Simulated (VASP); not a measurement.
NaCl: band structure with r2SCAN

NaCl:

```
Na Cl
1.0
     0.00000    2.80386    2.80386
     2.80386    0.00000    2.80386
     2.80386    2.80386    0.00000
Na Cl
1 1
Direct
  0.00000 0.00000 0.00000
  0.50000 0.50000 0.50000
```

```yaml
Program: VASP 6.6.1
Task: band structure
Functional: r2SCAN
Potentials_or_basis: VASP PAW PBE potentials, release 64 (Na_pv, Cl)
Cutoff: 520 eV
k_mesh: 8 × 8 × 8
Occupations: gaussian, width 0.03 eV
Spin: no spin polarisation
Further_INCAR_settings: ALGO = Normal; EDIFF = 1e-06; NBANDS = 14
```

```
Pressure                : -0.2 GPa
Band gap on the k mesh  : 5.99 eV, direct
Band gap along the path : 5.99 eV, direct
```

Levels at the corners of the path, in eV from the valence-band top:
```csv
point,band 5,band 6,band 7,band 8,band 9,band 10
Γ,0.00,0.00,0.00,5.99,11.78,11.78
X,-1.73,-0.62,-0.62,8.49,8.60,12.34
X,-1.73,-0.62,-0.62,8.49,8.60,12.34
W,-1.24,-1.24,-0.78,9.84,10.42,10.42
W,-1.24,-1.24,-0.78,9.84,10.42,10.42
K,-1.46,-1.15,-0.52,9.03,9.88,11.42
K,-1.46,-1.15,-0.52,9.03,9.88,11.42
Γ,0.00,0.00,0.00,5.99,11.78,11.78
Γ,0.00,0.00,0.00,5.99,11.78,11.78
L,-1.97,-0.29,-0.29,7.98,11.76,11.81
L,-1.97,-0.29,-0.29,7.98,11.76,11.81
U,-1.46,-1.15,-0.52,9.03,9.88,11.42
U,-1.46,-1.15,-0.52,9.03,9.88,11.42
W,-1.24,-1.24,-0.78,9.84,10.42,10.42
W,-1.24,-1.24,-0.78,9.84,10.42,10.42
L,-1.97,-0.29,-0.29,7.98,11.76,11.81
L,-1.97,-0.29,-0.29,7.98,11.76,11.81
K,-1.46,-1.15,-0.52,9.03,9.88,11.42
U,-1.46,-1.15,-0.52,9.03,9.88,11.42
X,-1.73,-0.62,-0.62,8.49,8.60,12.34
```

Wall time 2.7 min on 1 thread of Intel(R) Xeon(R) 6975P-C (Granite Rapids), with other jobs on the host, peak memory 0.17 GiB.

Caveat: the PAW data sets were made with another functional, which shifts forces and pressure a little. r2SCAN opens gaps a little over a GGA but as a rule still falls short of measured ones.
